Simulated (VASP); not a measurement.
A VASP calculation is set up with these files.

**KPOINTS**
```
Regular mesh
0
Gamma
6 6 6
0 0 0
```

### INCAR
```
LASPH=T   ! aspherical one-centre terms
LREAL=F   ! projection in real space or not
GGA=PS
IBRION=2
EDIFF=1E-6
NELM=100   ! most electronic steps
ISMEAR=1   ! Methfessel-Paxton
ALGO=Normal   ! blocked Davidson
ENCUT=520
ISIF=3   ! ions, shape and volume
PREC=Accurate
EDIFFG=-0.02   ! ionic stop
SYSTEM=NbZr3C4
LCHARG=F
LWAVE=F
LMAXMIX=4
SIGMA=0.1   ! width (eV)
NSW=60   ! most ionic steps
```

### POSCAR
```
NbZr3C4
1
    4.6108933200     0.0000000000     0.0000000000
   -0.0000000000     4.6108933200    -0.0000000000
    0.0000000000     0.0000000000     4.6108933200
Zr C Nb
3 4 1
Direct
  0.0000000000   0.0000000000   0.0000000000
  0.5000000000   0.5000000000   0.0000000000
  0.5000000000   0.0000000000   0.5000000000
  0.5000000000   0.5000000000   0.5000000000
  0.0000000000   0.0000000000   0.5000000000
  0.0000000000   0.5000000000   0.0000000000
  0.5000000000   0.0000000000   0.0000000000
  0.0000000000   0.5000000000   0.5000000000
```

POTCAR, in this order: Zr_sv C Nb_sv (PBE.64 set). Program: vasp_std.

**Question.** Write an equivalent input for Quantum ESPRESSO's pw.x.

**Answer.** One equivalent input (not run):
```
&CONTROL
  calculation = 'vc-relax'
  pseudo_dir = './pseudo'
  outdir = './out'
  tprnfor = .true.
  tstress = .true.
  nstep = 60
  forc_conv_thr = 0.00078
/
&SYSTEM
  ibrav = 0
  nat = 8
  ntyp = 3
  ecutwfc = 82
  occupations = 'smearing'
  smearing = 'methfessel-paxton'
  degauss = 0.00735
  input_dft = 'pbesol'
/
&ELECTRONS
  conv_thr = 7.3e-08
  electron_maxstep = 100
/
&IONS
/
&CELL
/
ATOMIC_SPECIES
  Zr 91.224 Zr.upf
  C 12.011 C.upf
  Nb 92.906 Nb.upf
CELL_PARAMETERS angstrom
     4.6108933    0.0000000    0.0000000
    -0.0000000    4.6108933   -0.0000000
     0.0000000    0.0000000    4.6108933
ATOMIC_POSITIONS crystal
  Zr   0.0000000  0.0000000  0.0000000
  Zr   0.5000000  0.5000000  0.0000000
  Zr   0.5000000  0.0000000  0.5000000
  C    0.5000000  0.5000000  0.5000000
  C    0.0000000  0.0000000  0.5000000
  C    0.0000000  0.5000000  0.0000000
  C    0.5000000  0.0000000  0.0000000
  Nb   0.0000000  0.5000000  0.5000000
K_POINTS automatic
  6 6 6 0 0 0
```
What does not carry over: the potentials are each code's own (VASP's PAW set, PseudoDojo norm-conserving files in pw.x), so ENCUT and ecutwfc are chosen apart and not converted; conv_thr bounds pw.x's estimated SCF error, while EDIFF bounds the energy change between steps; forc_conv_thr acts on force components and is met together with etot_conv_thr.

The structure was generated: NbZr3C4 was put into an ordered model structure (Pm-3m), which need not be its known phase. It was relaxed first. The start is the result of an earlier pass.
